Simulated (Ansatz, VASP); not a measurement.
**Ca2C: VASP beside Ansatz**

The input INCAR:

```
  PREC = Accurate
  ENCUT = 520
  EDIFF = 1E-7
  ISMEAR = 0
  SIGMA = 0.001
  LREAL = F
  LASPH = T
  NELM = 100
  ALGO = Normal
  ISIF = 2
  LWAVE = F
  LCHARG = F
  GGA = PE
  NBANDS = 19
```

KPOINTS

```
Automatic mesh
0
Gamma
  6 6 6
```

POSCAR

```
Ca2C
1.0
    0.0000000000      3.1285803947      3.1285803947
    3.1285803947      0.0000000000      3.1285803947
    3.1285803947      3.1285803947      0.0000000000
C Ca
1 2
Direct
    0.0000000000      0.0000000000      0.0000000000
    0.2500000000      0.2500000000      0.2500000000
    0.7500000000      0.7500000000      0.7500000000
```

Input for Ansatz:

```yaml
crystal:
  lattice:
    - [0.0, 3.1285803947, 3.1285803947]
    - [3.1285803947, 0.0, 3.1285803947]
    - [3.1285803947, 3.1285803947, 0.0]
  atoms:
    - { symbol: C, position: [0.0, 0.0, 0.0] }
    - { symbol: Ca, position: [0.25, 0.25, 0.25] }
    - { symbol: Ca, position: [0.75, 0.75, 0.75] }
kpoints:
  mp_grid: { grid: [6, 6, 6] }
hamiltonian:
  xc: pbe
scf:
  occupations: { method: gaussian, width: 0.001 }
  n_extra_bands: 4
output:
  forces: true
  stress: true
  eigenvalues: true
```

Alike in both runs: task single point; functional PBE; k mesh 6 × 6 × 6; occupations gaussian, width 0.001 eV; no spin polarisation.

```csv
,VASP,Ansatz
version,VASP 6.6.1,Ansatz 0.2.0
potentials or method,"VASP PAW PBE potentials, release 64 (C, Ca_sv)",plane waves
plane-wave cutoff (eV),520,420
valence electrons in the cell,24,24
```

Ansatz gave:

| Quantity | Value |
| --- | --- |
| gap on the k mesh at the Fermi level (eV) | 0.21 |
| pressure (GPa) | 0.7 |

Question: Which values does VASP return?

Answer: gap on the k mesh at the Fermi level (eV): 0.20; pressure (GPa): 0.9.

A k mesh can miss the band edges. Expect the measured gap to be larger: semilocal functionals such as PBE lack the derivative discontinuity.
